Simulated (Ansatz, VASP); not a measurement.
# AlNi in two plane-wave programs

Wanted: the spread between two codes on one cell, functional and k mesh. The structure shown is the end of the Ansatz relaxation below.

Program: Ansatz 0.2.0. Level of theory: plane waves, with VASP 6.6.1 beside it; single point at PBEsol. Results are calculated unless marked as measured.

## 1. The structure

It takes space group R-3m (No. 166, trigonal). The conventional cell has a = 4.088 Å, b = 4.088 Å, c = 4.932 Å, α = 90.00°, β = 90.00°, γ = 120.00°. Nearest to Al lie 8 Ni at 2.47 to 2.50 Å. Nearest to Ni lie 8 Al at 2.47 to 2.50 Å. Farther neighbours are not listed.

## 2. Ansatz: relaxation, PBEsol

Ansatz runs on its PAW soft_1 files.

This run makes the geometry at which the two programs are then compared.

input.yaml

```yaml
crystal:
  lattice:
    - [2.8808173382, -0.0095391303, -0.0095391303]
    - [-0.0095391303, 2.8808173382, -0.0095391303]
    - [-0.0095391303, -0.0095391303, 2.8808173382]
  atoms:
    - { symbol: Al, position: [0.0, 0.0, 0.0] }
    - { symbol: Ni, position: [0.5, 0.5, 0.5] }
  conventional_axes: [[1, -1, 0], [0, 1, -1], [1, 1, 1]]
kpoints:
  mp_grid: { grid: [16, 16, 16] }
hamiltonian:
  xc: pbesol
  pseudopotentials: { kind: paw, azcp: { folder: soft_1 }, xc_functional: pbe }
scf:
  occupations: { method: methfessel_paxton, width: 0.2 }
output:
  forces: true
  stress: true
  eigenvalues: true
relax:
  adjacent_minimum: "off"
  f_tol: 0.001
  max_steps: 60
  cell: { stress_tol: 0.01, fix: [a, b, gamma] }
```

The run is started by

```sh
$ ansatz run input.yaml --threads 4 --pin off --max-ram 10240MiB --backend cpu --events-out ev --progress --plain --runs-dir out
```

Numbers of over 12 decimals in the logs are rounded to 6 here.

Output:

```text
Engine: ansatz 0.2.0, x86_64-unknown-linux-gnu
Pseudopotentials: kind: paw
Pseudopotential: Al, paw, valence charge 3, recommended cutoff 420 eV (normal), soft_1/Al.paw.azcp
Pseudopotential: Ni, paw, valence charge 18, recommended cutoff 420 eV (normal), soft_1/Ni.paw.azcp
Functional definition: PBEsol
  exchange = pbesol_x
  correlation = pbesol_c
Crystal: 2 atoms, lattice volume = 23.907 Å³
Basis set: ecut = 420 eV, 461 PW (Γ), exchange–correlation on 40×40×40 points (8 copies of the dense FFT grid, shifted against one another)
Bands: 15, of which v1, the nominal top of the filled ones, is band 11 counted from 1 (10 counted from 0)
Symmetry: 12 space group operations
Space group: R-3m (ITA 166), of the structure as read, at distance tolerance 2.9e-5 Å
k-points: 417 of 4096
Non-local potential: Al, projectors of the file, l = 0: 2, l = 1: 2, l = 2: 1
Non-local potential: Ni, projectors of the file, l = 0: 3, l = 1: 2, l = 2: 3, l = 3: 1
PAW form: soft (Blöchl's): semilocal exchange-correlation on the pseudo side does not see the compensation charge
PAW frozen core: Al, regenerated for the run's functional, and the local potential with it (the file was generated under x = pbe(κ = 0.804, μ = 0.219515), c = pbe(β = 0.066725))
PAW frozen core: Ni, regenerated for the run's functional, and the local potential with it (the file was generated under x = pbe(κ = 0.804, μ = 0.219515), c = pbe(β = 0.066725))
PAW one-centre angular grid: Al, 110 points (default); XC on 64 Gauss nodes
PAW one-centre angular grid: Ni, 590 points (default); XC on 64 Gauss nodes
Initial density: superposition of atomic densities (chi_scale 0.1, normalization cell, long waves kept (reshape's long-wave potential 0.00 eV rms))
Initial wavefunctions: pseudopotential atomic-orbital guess
Functional: x = pbesol(κ = 0.804, μ = 0.123457), c = pbesol(β = 0.046)
SCF iter   1: F=—  HF=-6331.244351 eV  |F-HF|=—  |Δ(HF+E_count)|=         —  Δρ=8.13e-2  dr2=1.58e0  ethr=3.10e-3  ⟨swp⟩=4.0  Hψ=27690  notcnv=0
preconditioner: auto → none  [metal: Δε(μ)=0.010 eV  Ē_g=10.126 eV  σ=0.200 eV  W_gap=0.04  n_scr=6 (ndim 8)  ℏωp=27.4 eV  f_vac=0.000  D(μ)=0.56/eV (n_scr^D=0)  sad-step TF]
SCF iter   2: F=—  HF=-6331.084073 eV  |F-HF|=—  |Δ(HF+E_count)|=   1.60e-1  S|Δr|=    0.00e0  Δρ=5.92e-2  dr2=9.11e-1  ethr=3.10e-3  ⟨swp⟩=2.0  Hψ=11227  notcnv=0  defer=116
SCF iter   3: F=—  HF=-6330.889163 eV  |F-HF|=—  |Δ(HF+E_count)|=   1.95e-1  S|Δr|=    0.00e0  Δρ=2.41e-2  dr2=1.22e-1  ethr=3.10e-3  ⟨swp⟩=2.0  Hψ=7934  notcnv=0  defer=116
SCF iter   4: F=—  HF=-6330.868503 eV  |F-HF|=—  |Δ(HF+E_count)|=   2.07e-2  S|Δr|=    0.00e0  Δρ=5.18e-3  dr2=3.79e-3  ethr=5.82e-4  ⟨swp⟩=2.1  Hψ=10988  notcnv=0  defer=109
SCF iter   5: F=—  HF=-6330.868331 eV  |F-HF|=—  |Δ(HF+E_count)|=   1.72e-4  S|Δr|=    0.00e0  Δρ=4.68e-4  dr2=2.32e-5  ethr=1.80e-5  ⟨swp⟩=2.2  Hψ=8413  notcnv=0  defer=109
SCF iter   6: F=—  HF=-6330.868326 eV  |F-HF|=—  |Δ(HF+E_count)|=   5.73e-6  S|Δr|=    0.00e0  Δρ=9.63e-5  dr2=1.23e-6  ethr=1.10e-7  ⟨swp⟩=2.0  Hψ=10543  notcnv=0  defer=109
SCF iter   7: F=-6330.868325 eV  HF=-6330.868325 eV  |F-HF|=2.36e-8  |Δ(HF+E_count)|=   1.32e-7  S|Δr|=    0.00e0  Δρ=1.06e-5  dr2=1.74e-8  ethr=4.76e-10  ⟨swp⟩=6.1  Hψ=28946  notcnv=0
SCF 1 converged in 7 iterations: F = -6330.868325 eV  dr2 = 1.74e-8
  greatest PAW one-centre occupation: 1.001 electrons in one spin orbital (limit 2), on the Ni atom at site 1 (counted from 0), in its partial waves of l = 1
relax step   1: F+E_penalty+E_count = -6330.86832543 eV  Δ(F+E_penalty+E_count) = +0.000e0 eV  max|allowed force component| = 1.551e-28 eV/Å  Δτ_max = 0.0000 Å  P = -3.288 GPa  Ω = 23.907 Å³  fix = [a, b, gamma]  reactions: a -4.084, b -4.084 GPa  (7 SCF iters, dr2 threshold 1.00e-7 eV, accepted)
[...]
relax step   2: F+E_penalty+E_count = -6330.86882966 eV  Δ(F+E_penalty+E_count) = -5.042e-4 eV  max|allowed force component| = 5.259e-31 eV/Å  Δτ_max = 0.0000 Å  P = -2.867 GPa  Ω = 23.846 Å³  energy of the carried Pulay correction = +1.699e-5 eV  fix = [a, b, gamma]  reactions: a -3.883, b -3.883 GPa  (3 SCF iters, dr2 threshold 2.00e-7 eV, accepted)
[...]
relax step   3: F+E_penalty+E_count = -6330.86899660 eV  Δ(F+E_penalty+E_count) = -1.669e-4 eV  max|allowed force component| = 1.814e-29 eV/Å  Δτ_max = 0.0000 Å  P = -2.449 GPa  Ω = 23.786 Å³  energy of the carried Pulay correction = +3.346e-5 eV  fix = [a, b, gamma]  reactions: a -3.685, b -3.685 GPa  (3 SCF iters, dr2 threshold 2.00e-7 eV, accepted)
[...]
relax step   4: F+E_penalty+E_count = -6330.86899636 eV  Δ(F+E_penalty+E_count) = +2.424e-7 eV  max|allowed force component| = 1.709e-29 eV/Å  Δτ_max = 0.0000 Å  P = -2.459 GPa  Ω = 23.788 Å³  energy of the carried Pulay correction = +3.300e-5 eV  fix = [a, b, gamma]  reactions: a -3.690, b -3.690 GPa  (3 SCF iters, dr2 threshold 1.41e-9 eV, accepted)
[...]
relax step   5: F+E_penalty+E_count = -6330.86896474 eV  Δ(F+E_penalty+E_count) = +3.162e-5 eV  max|allowed force component| = 1.683e-29 eV/Å  Δτ_max = 0.0000 Å  P = -2.460 GPa  Ω = 23.788 Å³  fix = [a, b, gamma]  reactions: a -3.690, b -3.690 GPa  stress off target by 1.61e-5 GPa on what of the cell is left free  SCF on the basis re-selected at this cell (its energy is not comparable with the rows above)  (6 SCF iters)
basis re-selected at this cell: Δ(F+E_penalty+E_count) = +3.162e-5 eV, ΔP = -0.001 GPa vs the last step (what re-selecting the basis moved, of the pressure what is left beyond the Pulay correction that the steps carried, after the strain that the cell walked since its last selection, with what the two solves' SCF thresholds leave and, on support functions, any second-order correction that the steps lacked; it is no m [...]
SCF converged after 6 iterations
Stability not checked: this state was not tested for a lower state beside it, because cold or Methfessel-Paxton smearing, or corrected tetrahedra, fill the levels in a way that the test cannot read (fill_not_monotonic; see scf.lower_state_search)
Free energy (F): -6330.868965 eV
Harris-Foulkes:  -6330.868965 eV  (|F-HF|=1.82e-12)
Internal energy: -6330.870113 eV  (E = F + TS)
E sigma→0 (E₀):  -6330.869252 eV
Entropy (-TS):   0.001149 eV (0.574 meV/atom)
Fermi energy:    13.828201 eV
--- Per-component energies (eV) ---
  E_band       = -338.179287
  E_kinetic    = 368.550646
  E_local      = -3739.551942  (includes V_loc(G=0)·N_el)
  E_nonlocal   = -105.533462
  E_hartree    = 1959.825175
  E_xc         = -151.485318
  E_vxc        = -177.228809  (∫ρ·V_xc dr)
  E_paw        = -2080.775002  (= ΣΔE_a)
  E_vpaw       = -604.066891  (= ΣTr[D̂ρ^β])
  E_aug_tail   = 0.000823  (compensation charges beyond the density's cutoff)
  E_ewald      = -2582.117462
  E_core_change = 0.216428  (= ΣΔE_core)
  E_smearing   = 0.001149  (= −TS)
  E_closure    = 0.000000  (closes the sum)
  Σ components = -6330.868965   (vs F -6330.868965, Δ=0.00e0)
--- Forces (eV/Å), atoms counted from 1 ---
  atom   1  Al     0.00000000     0.00000000    -0.00000000
  atom   2  Ni     0.00000000     0.00000000     0.00000000
  max |Σ_I F_I| component: 3.42e-29 eV/Å
--- Stress (GPa, compression-positive) ---
       -2.460277       1.230131       1.230131
        1.230131      -2.460277       1.230131
        1.230131       1.230131      -2.460277
  P = ⅓ Tr σ = -2.4603 GPa (-24.603 kbar)
--- Band table (eV; the first three rows and the last of 417) ---
  k-point 0: bands = [... 7 lower, 12.2627, 12.3025, 12.3025, 19.2526, 19.3551, 19.3551, 21.9643, 21.9643]
  k-point 1: bands = [... 7 lower, 12.2372, 12.2707, 12.2990, 18.5322, 19.3850, 19.4501, 21.9679, 22.6784]
  k-point 2: bands = [... 7 lower, 12.1516, 12.1829, 12.3047, 17.1554, 19.6643, 19.7278, 21.9787, 23.8050]
  k-point 416: bands = [... 7 lower, 12.8553, 12.8553, 15.7000, 15.7000, 15.8876, 17.6096, 18.2804, 18.2804]
--- Relaxed structure (4 steps of the walk, 4 accepted, 1 SCFs on fresh bases) ---
  F+E_penalty+E_count = -6330.86896474 eV   max|allowed force component| = 1.683e-29 eV/Å   (the final SCF, on the basis selected at the relaxed cell)
  cell:  # Å, volume = 23.7878 Å³
    - [2.876044, -0.014312, -0.014312]
    - [-0.014312, 2.876044, -0.014312]
    - [-0.014312, -0.014312, 2.876044]
  atoms:
    - { symbol: Al, position: [0, 0, 0] }
    - { symbol: Ni, position: [0.500000, 0.500000, 0.500000] }
```

## 3. VASP: single point, PBEsol, pair 1

The same cell, functional, mesh and smearing now go to VASP, with its own data sets.

Lines of VASP's logs that name or quote its potential files are left out, and so is its time.

INCAR

```
SYSTEM = AlNi
PREC = Accurate
ENCUT = 600
EDIFF = 1E-06
NELM = 120
ISMEAR = 1
SIGMA = 0.2
LREAL = .FALSE.
ALGO = Normal
GGA = PS
NBANDS = 12
LASPH = .TRUE.
LORBIT = 11
LWAVE = .FALSE.
LCHARG = .FALSE.
ISIF = 2
GGA_COMPAT = .FALSE.
KPAR = 2
```

POSCAR

```
AlNi
1.0
    2.8760440414     -0.0143124271     -0.0143124271
   -0.0143124271      2.8760440414     -0.0143124271
   -0.0143124271     -0.0143124271      2.8760440414
Al Ni
1 1
Direct
    0.0000000000      0.0000000000      0.0000000000
    0.5000000000      0.5000000000      0.5000000000
```

KPOINTS

```
Automatic mesh
0
Gamma
16 16 16
0 0 0
```

PAW data sets: Al and Ni (PBE family, release 64).

The run is started by

```sh
$ mpirun -np 2 vasp_std
```

Output:

```text
[banner, memory and clock lines left out]
running    2 mpi-ranks, on    1 nodes
 distrk:  each k-point on    1 cores,    2 groups
 distr:  one band on    1 cores,    1 groups

 POSCAR found type information on POSCAR AlNi
 POSCAR found :  2 types and       2 ions
|                                                                             |
|               ----> ADVICE to this user running VASP <----                  |
|                                                                             |
|     You enforced a specific xc type in the INCAR file but a different       |
|     [... a line on the potential file left out ...]
|     I HOPE YOU KNOW WHAT YOU ARE DOING!                                     |
|                                                                             |

 LDA part: xc-table for (Slater+PW92), standard interpolation
 POSCAR, INCAR and KPOINTS ok, starting setup
 FFT: planning ... GRIDC
 FFT: planning ... GRID_SOFT
 FFT: planning ... GRID
 WAVECAR not read
 entering main loop
       N       E                     dE             d eps       ncg     rms          rms(c)
DAV:   1     0.432191939854E+02    0.43219E+02   -0.60898E+03 10124   0.127E+03
DAV:   2    -0.114313938929E+02   -0.54651E+02   -0.50452E+02 10308   0.206E+02
DAV:   3    -0.131788696312E+02   -0.17475E+01   -0.17274E+01 12028   0.430E+01
DAV:   4    -0.132042685716E+02   -0.25399E-01   -0.25389E-01 11236   0.466E+00
DAV:   5    -0.132050326295E+02   -0.76406E-03   -0.76404E-03 12084   0.896E-01    0.127E+01
DAV:   6    -0.152713785184E+02   -0.20663E+01   -0.55065E+01 11076   0.117E+02    0.163E+01
DAV:   7    -0.116125519791E+02    0.36588E+01   -0.15787E+01 11192   0.695E+01    0.117E+00
DAV:   8    -0.115965780289E+02    0.15974E-01   -0.38628E-01 12272   0.731E+00    0.994E-01
DAV:   9    -0.115822446584E+02    0.14333E-01   -0.46951E-02 12140   0.310E+00    0.215E-01
DAV:  10    -0.115817117100E+02    0.53295E-03   -0.21840E-03 12280   0.696E-01    0.725E-02
DAV:  11    -0.115817135069E+02   -0.17969E-05   -0.72055E-05 12972   0.760E-02    0.248E-02
DAV:  12    -0.115817122460E+02    0.12609E-05   -0.35837E-06  9776   0.310E-02    0.448E-03
DAV:  13    -0.115817118473E+02    0.39871E-06   -0.34276E-07  6032   0.655E-03
   1 F= -.11581712E+02 E0= -.11582094E+02  d E =0.114653E-02
```

Parts of OUTCAR (step 3):

```text
ion  position               nearest neighbor table
   1  0.000  0.000  0.000-   2 2.47   2 2.47   2 2.50   2 2.50   2 2.50   2 2.50   2 2.50   2 2.50

  LATTYP: Found a trigonal (rhomboedric) cell.
 ALAT       =     2.8761152653
 COS(alpha) =    -0.0099276001

 Subroutine GETGRP returns: Found 12 space group operations
 (whereof 12 operations were pure point group operations)

The static configuration has the point symmetry D_3d.

 Found    417 irreducible k-points:

   k-points           NKPTS =    417   k-points in BZ     NKDIM =    417   number of bands    NBANDS=     12

   dimension x,y,z NGX =    24 NGY =   24 NGZ =   24
   dimension x,y,z NGXF=    48 NGYF=   48 NGZF=   48

   ENCUT  =  600.0 eV  44.10 Ry    6.64 a.u.   5.74  5.74  5.74*2*pi/ulx,y,z

   NELECT =      13.0000    total number of electrons

 k-points in reciprocal lattice and weights: Automatic mesh
   0.00000000  0.00000000  0.00000000       0.000
   0.06250000 -0.00000000  0.00000000       0.001
   0.12500000 -0.00000000  0.00000000       0.001
   0.18750000 -0.00000000  0.00000000       0.001
   0.25000000 -0.00000000  0.00000000       0.001
   0.31250000  0.00000000 -0.00000000       0.001
   0.37500000 -0.00000000  0.00000000       0.001
   0.43750000 -0.00000000 -0.00000000       0.001
   0.50000000 -0.00000000  0.00000000       0.001
[...]
-0.43750000  0.50000000  0.43750000       0.001
   0.50000000  0.50000000  0.50000000       0.000

 average (electrostatic) potential at core
       1 -69.7406       2 -81.2675

 E-fermi :   9.9655

 k-point     1 :       0.0000    0.0000    0.0000
  band No.  band energies     occupation
    ...
      2       6.7081      2.00000
      3       6.7081      2.00000
      4       8.3899      2.00000
      5       8.4299      2.00000
      6       8.4299      2.00000
      7      15.4182      0.00000
      8      15.5205      0.00000
      9      15.5205      0.00000
     10      18.1317      0.00000
     11      18.1317      0.00000
    ...

 k-point     2 :       0.0625   -0.0000    0.0000
  band No.  band energies     occupation
    ...
      2       6.7032      2.00000
      3       6.7252      2.00000
      4       8.3647      2.00000
      5       8.3985      2.00000
      6       8.4264      2.00000
      7      14.6932      0.00000
      8      15.5505      0.00000
      9      15.6155      0.00000
     10      18.1359      0.00000
     11      18.8512      0.00000
    ...

 k-point     3 :       0.1250   -0.0000    0.0000
  band No.  band energies     occupation
    ...
      2       6.6747      2.00000
      3       6.7744      2.00000
      4       8.2801      2.00000
      5       8.3116      2.00000
      6       8.4319      2.00000
      7      13.3106     -0.00000
      8      15.8299      0.00000
      9      15.8933      0.00000
     10      18.1481      0.00000
     11      19.9846      0.00000
    ...

  Total       -0.3415863     -0.3415863     -0.3415863      0.1829718      0.1829718      0.1829718
  in kB      -23.0068277    -23.0068277    -23.0068277     12.3236799     12.3236799     12.3236799
  external PRESSURE =     -23.0068277 kB  Pullay stress =       0.0000000 kB

  energy-cutoff  :      600.00
  volume of cell :       23.79
      direct lattice vectors                 reciprocal lattice vectors
     2.876044041 -0.014312427 -0.014312427     0.347717130  0.001739044  0.001739044
    -0.014312427  2.876044041 -0.014312427     0.001739044  0.347717130  0.001739044
    -0.014312427 -0.014312427  2.876044041     0.001739044  0.001739044  0.347717130

 POSITION                                       TOTAL-FORCE (eV/Angst)
 -----------------------------------------------------------------------------------
      0.00000      0.00000      0.00000         0.000000     -0.000000      0.000000
      1.42371      1.42371      1.42371        -0.000000      0.000000      0.000000
 -----------------------------------------------------------------------------------
    total drift:                                0.000000      0.000000     -0.000000

  FREE ENERGIE OF THE ION-ELECTRON SYSTEM (eV)
  ---------------------------------------------------
  free  energy   TOTEN  =       -11.5817118473 eV

  energy  without entropy=      -11.5828583772  energy(sigma->0) =      -11.58209402

 total charge
# of ion       s       p       d       tot
------------------------------------------
    1        0.383   0.415   0.000   0.798
    2        0.482   0.524   8.482   9.488
--------------------------------------------------
tot          0.865   0.938   8.482  10.286

[... 3 further parts left out ...]
```

This run has no spin polarisation, so a moment on Ni, if there is one, isn't seen. Its electron count is odd, so without a moment it is a metal by construction.

## 4. Side by side

Known differences besides the potentials themselves: the data sets hold 21 valence electrons in Ansatz (on its PAW soft_1 files) and 13 in VASP; the cutoff is 420 eV in Ansatz and 600 eV in VASP; Ansatz makes its cores anew for this functional, VASP keeps those of its PBE data sets; Ansatz's pressure holds a Pulay correction, VASP's none. Total energies have different zeros and are not compared.

Both answers:

| quantity | Ansatz | VASP | difference |
| --- | --- | --- | --- |
| pressure (GPa) | -2.46 | -2.30 | -0.16 |

## 5. Ansatz: relaxation, PBEsol

This run makes the geometry at which the two programs are then compared. The cell compared in this pair holds 24.15 Å³, against 23.79 Å³ for the pair before.

The structure compared here is the end of the Ansatz relaxation.

input.yaml, as its differences from that of step 2:

```diff
@@ -2,5 +2,5 @@
   lattice:
-    - [2.8808173382, -0.0095391303, -0.0095391303]
-    - [-0.0095391303, 2.8808173382, -0.0095391303]
-    - [-0.0095391303, -0.0095391303, 2.8808173382]
+    - [2.8951223019, -0.0238515574, -0.0238515574]
+    - [-0.0238515574, 2.8951223019, -0.0238515574]
+    - [-0.0238515574, -0.0238515574, 2.8951223019]
   atoms:
```

The run is started by

```sh
$ ansatz run input.yaml --threads 4 --pin off --max-ram 10240MiB --backend cpu --events-out ev --progress --plain --runs-dir out
```

Output:

```text
[...]
Crystal: 2 atoms, lattice volume = 24.261 Å³
Basis set: ecut = 420 eV, 461 PW (Γ), exchange–correlation on 40×40×40 points (8 copies of the dense FFT grid, shifted against one another)
Bands: 15, of which v1, the nominal top of the filled ones, is band 11 counted from 1 (10 counted from 0)
Symmetry: 12 space group operations
[...]
k-points: 417 of 4096
[...]
k-point 416: bands = [... 7 lower, 12.6138, 12.6138, 15.3941, 15.3941, 15.7115, 17.2856, 17.9064, 17.9064]
--- Relaxed structure (4 steps of the walk, 4 accepted, 1 SCFs on fresh bases) ---
[...]
cell:  # Å, volume = 24.1528 Å³
    - [2.890882, -0.028092, -0.028092]
    - [-0.028092, 2.890882, -0.028092]
    - [-0.028092, -0.028092, 2.890882]
  atoms:
    - { symbol: Al, position: [0, 0, 0] }
    - { symbol: Ni, position: [0.500000, 0.500000, 0.500000] }
[key lines of the parts left out:]
SCF converged after 5 iterations
Free energy (F): -6330.852991 eV
Fermi energy:    13.569546 eV
P = ⅓ Tr σ = -4.7323 GPa (-47.323 kbar)
```

[end of part 1 of 2]

[Lines on the potential files, build, host, timing and source positions are cut from VASP's logs without a mark.]

[Logs are printed without paths, hosts, clocks, repeated set-up lines and the standing remarks that a program may print on its own settings, such as how far it seeks lower states.]

[Hosts, paths, dates, database ids (printed as entryN), source tags and the programs' standing remarks are cut or masked in the printed files.]
